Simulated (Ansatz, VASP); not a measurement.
# Cross-check of Al7Ga11N18 (random wurtzite alloy of AlN and GaN) between VASP and Ansatz

Wanted: the spread between two codes on one cell, functional and k mesh. The cell is taken from a series of runs on this material, whose earlier steps may have relaxed, scaled, displaced or heated it; both programs get it as it stands.

Program: Ansatz 0.2.0. Level of theory: plane waves, with VASP 6.6.1 beside it; single point at PBE. Results are calculated unless marked as measured.

## (1) Starting point

The cell holds 72 atoms: 22 Ga, 36 N and 14 Al. Its edges and angles: a = 9.547 Å, b = 9.547 Å, c = 10.325 Å, α = 90.0°, β = 90.0°, γ = 120.0°. It derives from GaN. Wurtzite AlN, 3 x 3 x 2 conventional cells, 22 of 36 Al sites given to Ga at random (x = 0.611), lattice by Vegard's rule (a = 3.159 A, c = 5.106 A); (so at first; earlier steps may have moved the atoms), displaced by a Gaussian of 0.02 A.

As a file:

```
Ga N Al
1.0
     9.54694    0.00002   -0.00075
    -4.77346    8.26763    0.00020
    -0.00080   -0.00021   10.32522
Ga N Al
22 36 14
Direct
  0.00257 0.00206 0.00056
  0.00096 0.00148 0.49835
  0.00145 0.33395 0.99837
  0.11178 0.55645 0.25074
  0.00202 0.33470 0.50044
  0.99898 0.66670 0.99958
  0.99903 0.66668 0.49971
  0.11221 0.88995 0.75092
  0.33413 0.00203 0.49841
  0.33418 0.33421 0.49874
  0.44351 0.55370 0.74874
  0.33383 0.66634 0.99947
  0.44261 0.88850 0.24941
  0.44240 0.88953 0.74936
  0.66585 0.00086 0.99915
  0.77800 0.22462 0.24819
  0.66580 0.99934 0.49934
  0.77833 0.22578 0.75073
  0.66509 0.33514 0.49945
  0.66531 0.66412 0.00055
  0.77853 0.88742 0.25072
  0.77882 0.88856 0.74814
  0.11713 0.22614 0.06398
  0.00656 0.00404 0.30679
  0.11250 0.22305 0.56630
  0.00294 0.00628 0.80986
  0.11129 0.55619 0.06123
  0.00306 0.33058 0.30946
  0.11674 0.55943 0.56293
  0.00635 0.33710 0.80692
  0.11662 0.89145 0.06328
  0.99678 0.67002 0.30763
  0.11179 0.88982 0.56089
  0.99682 0.66127 0.80737
  0.44475 0.22316 0.06057
  0.33112 0.00472 0.30681
  0.44416 0.22295 0.56810
  0.33624 0.00640 0.81579
  0.44161 0.55046 0.06516
  0.33359 0.33301 0.30629
  0.44722 0.56098 0.55702
  0.33084 0.32903 0.81489
  0.44115 0.89146 0.05882
  0.33637 0.66420 0.31434
  0.44084 0.88422 0.55838
  0.32819 0.66399 0.80889
  0.77563 0.22646 0.05708
  0.66682 0.00091 0.30941
  0.77755 0.22368 0.56019
  0.66678 0.00038 0.80909
  0.77515 0.55037 0.06493
  0.66268 0.33631 0.30771
  0.77471 0.55863 0.56441
  0.66374 0.33762 0.81384
  0.77776 0.88868 0.06050
  0.66375 0.66059 0.31266
  0.77562 0.88352 0.55702
  0.66886 0.66389 0.80985
  0.11363 0.22321 0.24898
  0.11357 0.22432 0.75140
  0.11080 0.55580 0.74880
  0.11165 0.89017 0.24901
  0.33409 0.00292 0.00132
  0.44381 0.22379 0.24717
  0.44433 0.22399 0.75409
  0.33426 0.33321 0.00168
  0.44459 0.55437 0.25150
  0.33368 0.66656 0.49986
  0.66452 0.33431 0.00021
  0.77644 0.55574 0.25017
  0.77702 0.55466 0.75011
  0.66590 0.66560 0.49884
```

## (2) Ansatz: single point, PBE

Ansatz runs on its default PAW (the set named soft_2) files.

A single point gives forces, pressure and levels at one fixed geometry, so differences don't come from the geometry; what else differs is listed under the comparison.

input.yaml reads:

```yaml
crystal:
  lattice:
    - [9.54694, 2.0e-05, -0.00075]
    - [-4.77346, 8.26763, 0.0002]
    - [-0.0008, -0.00021, 10.32522]
  atoms:
    - { symbol: Ga, position: [0.00257, 0.00206, 0.00056] }
    - { symbol: "N", position: [0.11713, 0.22614, 0.06398] }
    - { symbol: Al, position: [0.11363, 0.22321, 0.24898] }
    - { symbol: "N", position: [0.00656, 0.00404, 0.30679] }
    - { symbol: Ga, position: [0.00096, 0.00148, 0.49835] }
    - { symbol: "N", position: [0.1125, 0.22305, 0.5663] }
    - { symbol: Al, position: [0.11357, 0.22432, 0.7514] }
    - { symbol: "N", position: [0.00294, 0.00628, 0.80986] }
    - { symbol: Ga, position: [0.00145, 0.33395, 0.99837] }
    - { symbol: "N", position: [0.11129, 0.55619, 0.06123] }
    - { symbol: Ga, position: [0.11178, 0.55645, 0.25074] }
    - { symbol: "N", position: [0.00306, 0.33058, 0.30946] }
    - { symbol: Ga, position: [0.00202, 0.3347, 0.50044] }
    - { symbol: "N", position: [0.11674, 0.55943, 0.56293] }
    - { symbol: Al, position: [0.1108, 0.5558, 0.7488] }
    - { symbol: "N", position: [0.00635, 0.3371, 0.80692] }
    - { symbol: Ga, position: [0.99898, 0.6667, 0.99958] }
    - { symbol: "N", position: [0.11662, 0.89145, 0.06328] }
    - { symbol: Al, position: [0.11165, 0.89017, 0.24901] }
    - { symbol: "N", position: [0.99678, 0.67002, 0.30763] }
    - { symbol: Ga, position: [0.99903, 0.66668, 0.49971] }
    - { symbol: "N", position: [0.11179, 0.88982, 0.56089] }
    - { symbol: Ga, position: [0.11221, 0.88995, 0.75092] }
    - { symbol: "N", position: [0.99682, 0.66127, 0.80737] }
    - { symbol: Al, position: [0.33409, 0.00292, 0.00132] }
    - { symbol: "N", position: [0.44475, 0.22316, 0.06057] }
    - { symbol: Al, position: [0.44381, 0.22379, 0.24717] }
    - { symbol: "N", position: [0.33112, 0.00472, 0.30681] }
    - { symbol: Ga, position: [0.33413, 0.00203, 0.49841] }
    - { symbol: "N", position: [0.44416, 0.22295, 0.5681] }
    - { symbol: Al, position: [0.44433, 0.22399, 0.75409] }
    - { symbol: "N", position: [0.33624, 0.0064, 0.81579] }
    - { symbol: Al, position: [0.33426, 0.33321, 0.00168] }
    - { symbol: "N", position: [0.44161, 0.55046, 0.06516] }
    - { symbol: Al, position: [0.44459, 0.55437, 0.2515] }
    - { symbol: "N", position: [0.33359, 0.33301, 0.30629] }
    - { symbol: Ga, position: [0.33418, 0.33421, 0.49874] }
    - { symbol: "N", position: [0.44722, 0.56098, 0.55702] }
    - { symbol: Ga, position: [0.44351, 0.5537, 0.74874] }
    - { symbol: "N", position: [0.33084, 0.32903, 0.81489] }
    - { symbol: Ga, position: [0.33383, 0.66634, 0.99947] }
    - { symbol: "N", position: [0.44115, 0.89146, 0.05882] }
    - { symbol: Ga, position: [0.44261, 0.8885, 0.24941] }
    - { symbol: "N", position: [0.33637, 0.6642, 0.31434] }
    - { symbol: Al, position: [0.33368, 0.66656, 0.49986] }
    - { symbol: "N", position: [0.44084, 0.88422, 0.55838] }
    - { symbol: Ga, position: [0.4424, 0.88953, 0.74936] }
    - { symbol: "N", position: [0.32819, 0.66399, 0.80889] }
    - { symbol: Ga, position: [0.66585, 0.00086, 0.99915] }
    - { symbol: "N", position: [0.77563, 0.22646, 0.05708] }
    - { symbol: Ga, position: [0.778, 0.22462, 0.24819] }
    - { symbol: "N", position: [0.66682, 0.00091, 0.30941] }
    - { symbol: Ga, position: [0.6658, 0.99934, 0.49934] }
    - { symbol: "N", position: [0.77755, 0.22368, 0.56019] }
    - { symbol: Ga, position: [0.77833, 0.22578, 0.75073] }
    - { symbol: "N", position: [0.66678, 0.00038, 0.80909] }
    - { symbol: Al, position: [0.66452, 0.33431, 0.00021] }
    - { symbol: "N", position: [0.77515, 0.55037, 0.06493] }
    - { symbol: Al, position: [0.77644, 0.55574, 0.25017] }
    - { symbol: "N", position: [0.66268, 0.33631, 0.30771] }
    - { symbol: Ga, position: [0.66509, 0.33514, 0.49945] }
    - { symbol: "N", position: [0.77471, 0.55863, 0.56441] }
    - { symbol: Al, position: [0.77702, 0.55466, 0.75011] }
    - { symbol: "N", position: [0.66374, 0.33762, 0.81384] }
    - { symbol: Ga, position: [0.66531, 0.66412, 0.00055] }
    - { symbol: "N", position: [0.77776, 0.88868, 0.0605] }
    - { symbol: Ga, position: [0.77853, 0.88742, 0.25072] }
    - { symbol: "N", position: [0.66375, 0.66059, 0.31266] }
    - { symbol: Al, position: [0.6659, 0.6656, 0.49884] }
    - { symbol: "N", position: [0.77562, 0.88352, 0.55702] }
    - { symbol: Ga, position: [0.77882, 0.88856, 0.74814] }
    - { symbol: "N", position: [0.66886, 0.66389, 0.80985] }
kpoints:
  mp_grid: { grid: [2, 2, 2] }
hamiltonian:
  xc: pbe
scf:
  occupations: { method: fermi_dirac, width: 0.025 }
output:
  forces: true
  stress: true
  populations: true
  dos:
    method: { smearing: { sigma: 0.08 } }
    de: 0.05
    projected: { site_lists: { Al: [Al], Ga: [Ga], "N": ["N"] } }
  eigenvalues: true
  write_density: true
  write_potential: true
  volumetric_format: npy
```

Command:

```
$ ansatz run input.yaml --threads 4 --pin off --max-ram 8192MiB --backend cpu --events-out ev --progress --plain --runs-dir out
```

Numbers of over 12 decimals in the logs are rounded to 6 here.

Log:

```text
Engine: ansatz 0.2.0, aarch64-unknown-linux-gnu
Pseudopotentials: kind: paw
Pseudopotential: Ga, paw, valence charge 13, recommended cutoff 420 eV (normal), Ga.paw.azcp
Pseudopotential: N, paw, valence charge 5, recommended cutoff 420 eV (normal), N.paw.azcp
Pseudopotential: Al, paw, valence charge 3, recommended cutoff 420 eV (normal), Al.paw.azcp
Functional definition: PBE
  parameter kappa = 0.804
  parameter beta = 0.066725
  exchange = pbe_x(kappa = kappa, mu = beta*pi^2/3)
  correlation = pbe_c(beta = beta)
Crystal: 72 atoms, lattice volume = 814.976 Å³
Basis set: ecut = 420 eV, 15863 PW (Γ), exchange–correlation on 128×128×144 points (8 copies of the dense FFT grid, shifted against one another)
Bands: 326, of which v1, the nominal top of the filled ones, is band 254 counted from 1 (253 counted from 0)
Symmetry: 1 space group operations
Space group: P1 (ITA 1), of the structure as read, at distance tolerance 9.3e-5 Å
k-points: 8
Non-local potential: Ga, projectors of the file, l = 0: 2, l = 1: 2, l = 2: 3, l = 3: 1
Non-local potential: N, projectors of the file, l = 0: 2, l = 1: 2, l = 2: 1
Non-local potential: Al, projectors of the file, l = 0: 2, l = 1: 2, l = 2: 1
PAW form: soft (Blöchl's): semilocal exchange-correlation on the pseudo side does not see the compensation charge
PAW one-centre angular grid: Ga, 590 points (default); XC on 64 Gauss nodes
PAW one-centre angular grid: N, 110 points (default); XC on 64 Gauss nodes
PAW one-centre angular grid: Al, 110 points (default); XC on 64 Gauss nodes
Initial density: superposition of atomic densities (neutral atoms: chi_scale 0, normalization atom), corrected by the library's trained network
Initial wavefunctions: pseudopotential atomic-orbital guess
Functional: x = pbe(κ = 0.804, μ = 0.219515), c = pbe(β = 0.066725)
SCF iter   1: F=—  HF=-104633.316524 eV  |F-HF|=—  |Δ(HF+E_count)|=         —  Δρ=1.24e-3  dr2=2.14e-2  ethr=1.77e-3  ⟨swp⟩=5.9  Hψ=9898  notcnv=0  defer=145
preconditioner: auto → Resta (q_TF=auto, 2.522 Å⁻¹)  ε∞=4.5  [insulator: Δε(μ)=2.544 eV  Ē_g=15.754 eV  σ=0.025 eV  W_gap=1.00  n_scr=212 (ndim 8)  ℏωp=29.3 eV  f_vac=0.000  D(μ)=0.00/eV (n_scr^D=0)  ε∞_Penn≈4.5]
SCF iter   2: F=—  HF=-104633.318564 eV  |F-HF|=—  |Δ(HF+E_count)|=   2.04e-3  Δρ=7.25e-4  dr2=7.86e-3  ethr=4.21e-6  ⟨swp⟩=2.0  Hψ=4900  notcnv=0  defer=449
SCF iter   3: F=—  HF=-104633.319333 eV  |F-HF|=—  |Δ(HF+E_count)|=   7.69e-4  Δρ=2.87e-4  dr2=6.98e-4  ethr=1.55e-6  ⟨swp⟩=2.0  Hψ=3832  notcnv=0  defer=449
SCF iter   4: F=—  HF=-104633.318893 eV  |F-HF|=—  |Δ(HF+E_count)|=   4.40e-4  Δρ=1.10e-4  dr2=1.24e-4  ethr=1.37e-7  ⟨swp⟩=2.0  Hψ=4082  notcnv=0  defer=449
SCF iter   5: F=—  HF=-104633.318889 eV  |F-HF|=—  |Δ(HF+E_count)|=   3.81e-6  Δρ=3.65e-5  dr2=1.01e-5  ethr=2.43e-8  ⟨swp⟩=2.0  Hψ=3944  notcnv=0  defer=449
SCF iter   6: F=—  HF=-104633.317948 eV  |F-HF|=—  |Δ(HF+E_count)|=   9.41e-4  Δρ=1.46e-5  dr2=1.59e-6  ethr=2.00e-9  ⟨swp⟩=2.0  Hψ=4103  notcnv=0  defer=449
SCF iter   7: F=-104633.317949 eV  HF=-104633.317949 eV  |F-HF|=4.45e-8  |Δ(HF+E_count)|=   5.39e-7  Δρ=3.17e-6  dr2=8.25e-8  ethr=1.97e-11  ⟨swp⟩=14.4  Hψ=20820  notcnv=0
SCF 1 converged in 7 iterations: F = -104633.317949 eV  dr2 = 8.25e-8
  greatest PAW one-centre occupation: 0.995 electrons in one spin orbital (limit 2), on the Ga atom at site 22 (counted from 0), in its partial waves of l = 2
SCF converged after 7 iterations
Free energy (F): -104633.317949 eV
Harris-Foulkes:  -104633.317949 eV  (|F-HF|=4.45e-8)
Internal energy: -104633.317949 eV  (E = F + TS)
E sigma→0 (E₀):  -104633.317949 eV
Fermi energy:    9.679266 eV
--- Per-component energies (eV) ---
  E_band       = -193.038821
  E_kinetic    = 7634.320214
  E_local      = -54144.900881  (includes V_loc(G=0)·N_el)
  E_nonlocal   = 11209.486109
  E_hartree    = 24754.276394
  E_xc         = -4247.219594
  E_vxc        = -4446.872081  (∫ρ·V_xc dr)
  E_paw        = -54981.330925  (= ΣΔE_a)
  E_vpaw       = -9953.637192  (= ΣTr[D̂ρ^β])
  E_aug_tail   = 0.001991  (compensation charges beyond the density's cutoff)
  E_ewald      = -34857.951256
  E_smearing   = -0.000000  (= −TS)
  E_closure    = -0.000000  (closes the sum)
  Σ components = -104633.317949   (vs F -104633.317949, Δ=0.00e0)
--- Forces (eV/Å), atoms counted from 1 ---
  atom   1  Ga     0.00037657    -0.00161637     0.00033563
  atom   2  N      0.00049605     0.00038891     0.00134035
  atom   3  Al    -0.00202620     0.00064017    -0.00082212
  atom   4  N     -0.00025994     0.00032753     0.00119689
  atom   5  Ga    -0.00011150     0.00021379    -0.00015250
  atom   6  N     -0.00058701    -0.00021202    -0.00054068
  atom   7  Al     0.00114275    -0.00044617     0.00028035
  atom   8  N     -0.00012813     0.00067295    -0.00003427
  atom   9  Ga    -0.00079924    -0.00001760    -0.00039802
  atom  10  N      0.00068768     0.00018473    -0.00069013
[...]
k-point 2: bands = [... 250 lower, 8.1046, 8.1382, 8.2197, 8.2728, 12.2708, 12.3881, 13.0278, 13.1179, ... 68 higher]
  k-point 7: bands = [... 250 lower, 7.9215, 7.9773, 8.0933, 8.1221, 12.7575, 12.7642, 12.8578, 12.9159, ... 68 higher]
--- Löwdin populations: 72 sites ---
  site symbol       q [e]
     0     Ga     12.2471
     1      N      5.8795
     2     Al      1.8915
     3      N      5.8783
     4     Ga     12.2410
     5      N      5.8050
     6     Al      1.8881
     7      N      5.8067
     8     Ga     12.2431
     9      N      5.7382
    10     Ga     12.2473
    11      N      5.8040
    12     Ga     12.2445
    13      N      5.8760
    14     Al      1.8892
    15      N      5.8787
    16     Ga     12.2466
    17      N      5.8763
    18     Al      1.8925
    19      N      5.8723
    20     Ga     12.2496
    21      N      5.7372
    22     Ga     12.2441
    23      N      5.8745
[...]
64     Ga     12.2498
    65      N      5.7313
    66     Ga     12.2454
    67      N      5.9457
    68     Al      1.8917
    69      N      5.8083
    70     Ga     12.2360
    71      N      5.8060
  spilling = 0.003284 (of n_electrons = 508.000000)
```

(Part 1 of 2 ends here.)

[Lines on the potential files, build, host, timing and source positions are cut from VASP's logs without a mark.]

[Logs are printed without paths, hosts, clocks, repeated set-up lines and the standing remarks that a program may print on its own settings, such as how far it seeks lower states.]

[Hosts, paths, dates, database ids (printed as entryN), source tags and the programs' standing remarks are cut or masked in the printed files.]
